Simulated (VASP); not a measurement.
A convergence study with VASP on MoTe$_{2}$ (2H layered): one setting is varied, all else stays as given below, so the limit is that of these other settings.

```xyz
6
Lattice="1.7600 -3.0484 0.0000 1.7600 3.0484 0.0000 0.0000 0.0000 13.9600" Properties=species:S:1:pos:R:3 pbc="T T T"
Te     1.7600     1.0161    12.2708
Te     1.7600    -1.0161     5.2908
Te     1.7600    -1.0161     1.6892
Te     1.7600     1.0161     8.6692
Mo     1.7600     1.0161     3.4900
Mo     1.7600    -1.0161    10.4700
```

All values below come from PBE GGA, VASP's PBE PAW potentials (set 64) (plane waves; VASP). The tightest run used: 550 eV cut-off, 16×16×4 Γ-centred mesh, Gaussian smearing of 0.050 eV, potentials Te Mo_sv.

| setting | E (eV/atom) | pressure (GPa) | largest force (eV/Å) | irreducible k-points |
|---|---|---|---|---|
| 1×1×1 mesh | -2.7611 | 19.39 | 4.298 | 1 |
| 2×2×1 mesh | -5.7325 | 4.03 | 0.267 | 2 |
| 3×3×1 mesh | -6.0210 | 2.57 | 0.091 | 3 |

### Question
These are the cheaper rows. Estimate the results at 16×16×4 mesh, and how far the last row shown lies from them.

### Answer

```
quantity              tightest run  last row shown is off by
--------------------  ------------  ------------------------
E (eV/atom)                -5.9978                   -0.0232
pressure (GPa)                2.94                     -0.37
largest force (eV/Å)         0.203                    -0.111
```

Left out are rungs that failed or repeat a setting and relaxations that didn't move; long series are thinned to 24 rows.

The compound is MoTe2 in the 2H layered structure. The cell was not relaxed at this level, forces remain on its atoms.
